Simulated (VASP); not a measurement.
Given:

```
ZnS
1.0
    3.80732     0.00000     0.00000
   -1.90366     3.29724     0.00000
    0.00000     0.00000    31.14240
Zn S
10 10
Cartesian
  1.90366   1.09908   6.22848
  0.00000   2.19816  21.79968
  0.00000   0.00000  24.91392
  0.00000   0.00000   9.34272
  1.90366   1.09908  28.02816
  0.00000   2.19816  12.45696
  0.00000   2.19816   3.11735
  1.90366   1.09908  18.68855
  0.00000   0.00000   0.00311
  0.00000   0.00000  15.57431
  1.90366   1.09908   8.56105
  0.00000   2.19816  24.13225
  0.00000   0.00000   2.33568
  0.00000   0.00000  17.90688
  1.90366   1.09908  21.02112
  0.00000   2.19816   5.44992
  0.00000   0.00000  27.24649
  0.00000   0.00000  11.67529
  0.00000   2.19816  14.79575
  1.90366   1.09908  30.36695
```

These are PBE GGA, VASP's PBE PAW potentials (set 64) (plane waves; VASP) values and carry that method's errors. Settings: LREAL = Auto, 300 eV cut-off, 5×5×1 Γ-centred mesh, Gaussian smearing of 0.010 eV, potentials Zn S.

At this cut-off the stress carries a Pulay error, which pulls relaxed volumes low.

**Question.** Give the stress tensor in GPa (positive for a compressed cell).

**Answer.** 
```
2.34  0.00  0.00
0.00  2.34  0.00
0.00  0.00  2.15
```
The pressure is its mean diagonal, 2.28 GPa.

The structure comes from a computed database's ZnS entry; how it stands against other phases isn't given here. The cell was not relaxed at this level.
